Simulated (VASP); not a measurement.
Runs of VASP 6.6.1 on TiN. Symmetry: Fm-3m, No. 225, cubic system. The conventional cell has a = 4.248 Å, b = 4.248 Å, c = 4.248 Å, α = 90.00°, β = 90.00°, γ = 90.00°. Ti (site symmetry m-3m) is surrounded by 6 N at 2.12 Å. Around N (site symmetry m-3m) lie 6 Ti at 2.12 Å. The cell was built by a generator and needn't be a form met in nature.

| task | level | potentials or basis | cell | k mesh | cutoff (eV) | k mesh for the DOS | occupations for the DOS | gap on the mesh (eV) | pressure (GPa) |
| --- | --- | --- | --- | --- | --- | --- | --- | --- | --- |
| optical spectrum | PBE | VASP PAW PBE potentials, release 64 (Ti_sv, N) | Fm-3m, 9.59 Å³/atom | 12 × 12 × 12 | 520 | - | - | none | 0.1 |
| optical spectrum | PBE | VASP PAW PBE potentials, release 64 (Ti_sv, N) | Fm-3m, 9.59 Å³/atom | 18 × 18 × 18 | 520 | - | - | none | 0.1 |
| optical spectrum | PBE | VASP PAW PBE potentials, release 64 (Ti_sv, N) | Fm-3m, 9.59 Å³/atom | 26 × 26 × 26 | 520 | - | - | none | 0.1 |
| optical spectrum | LDA | VASP PAW LDA potentials, release 64 (Ti_sv, N) | Fm-3m, 9.59 Å³/atom | 18 × 18 × 18 | 520 | - | - | none | -14.7 |
| optical spectrum | PBEsol | VASP PAW PBE potentials, release 64 (Ti_sv, N) | Fm-3m, 9.59 Å³/atom | 18 × 18 × 18 | 520 | - | - | none | (a) |
| relaxation of cell and atoms | PBE | VASP PAW PBE potentials, release 64 (Ti_sv, N) | relaxed | 12 × 12 × 12 | 600 | - | - | none | 0.0 |

Alike in all rows: no spin polarisation; smearing methfessel-paxton 0.1 eV.

Problem. Estimate the missing entries.

Solution. (a) -8.4.

Caveats: independent-particle spectra lack excitons (some runs); the intraband (Drude) part of a metal's response may be missing (some runs); spectra need much finer meshes, so this one isn't converged (some runs); the PAW data sets were made with another functional, which shifts forces and pressure a little (some runs).

A gap of «none» marks a metal or a gap under the smearing width.
